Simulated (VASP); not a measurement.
```yaml
crystal:
  lattice:
    - [2.52346, 1.45692, 3.00437]
    - [-2.52346, 1.45692, 3.00437]
    - [0.00000, -2.91384, 3.00437]
  atoms:
    - { symbol: Sn, position: [0.33993, 0.33993, 0.33993] }
    - { symbol: Sb, position: [0.66007, 0.66007, 0.66007] }
```

These are PBEsol GGA with spin-orbit coupling, VASP's PBE PAW potentials (set 64) (plane waves; VASP) values and carry that method's errors. Run with 400 eV cut-off, 8×8×8 Γ-centred mesh, Gaussian smearing of 0.050 eV, potentials Sn_d Sb.

Give the energies of bands 13 to 25 at the high-symmetry points, in eV from the Fermi level.

```json
[
 {"band": "13", "Γ": "-3.17", "T": "-5.82", "H2": "-7.17", "L": "-7.20", "S0": "-7.36", "F": "-7.34"},
 {"band": "14", "Γ": "-3.17", "T": "-5.82", "H2": "-7.12", "L": "-7.20", "S0": "-7.31", "F": "-7.34"},
 {"band": "15", "Γ": "-1.55", "T": "-3.37", "H2": "-3.61", "L": "-1.62", "S0": "-4.08", "F": "-3.75"},
 {"band": "16", "Γ": "-1.55", "T": "-3.37", "H2": "-3.49", "L": "-1.62", "S0": "-4.01", "F": "-3.75"},
 {"band": "17", "Γ": "-1.05", "T": "-2.76", "H2": "-3.24", "L": "-0.48", "S0": "-1.48", "F": "-2.10"},
 {"band": "18", "Γ": "-1.05", "T": "-2.76", "H2": "-3.23", "L": "-0.48", "S0": "-1.42", "F": "-2.10"},
 {"band": "19", "Γ": "0.22", "T": "-2.36", "H2": "-0.23", "L": "-0.14", "S0": "0.19", "F": "-0.60"},
 {"band": "20", "Γ": "0.22", "T": "-2.36", "H2": "-0.14", "L": "-0.14", "S0": "0.29", "F": "-0.60"},
 {"band": "21", "Γ": "1.73", "T": "1.31", "H2": "1.36", "L": "2.92", "S0": "1.87", "F": "1.70"},
 {"band": "22", "Γ": "1.73", "T": "1.31", "H2": "1.42", "L": "2.92", "S0": "1.89", "F": "1.70"},
 {"band": "23", "Γ": "2.03", "T": "1.52", "H2": "4.43", "L": "3.85", "S0": "3.39", "F": "4.49"},
 {"band": "24", "Γ": "2.03", "T": "1.52", "H2": "4.55", "L": "3.85", "S0": "3.44", "F": "4.49"},
 {"band": "25", "Γ": "4.03", "T": "3.30", "H2": "5.19", "L": "4.80", "S0": "5.89", "F": "5.95"}
]
```

It has no gap at this level: it comes out as a metal or semimetal.

The structure comes from a computed database's SnSb entry (R3m); how it stands against other phases isn't given here. It was relaxed first, which changed the volume by -13 %.
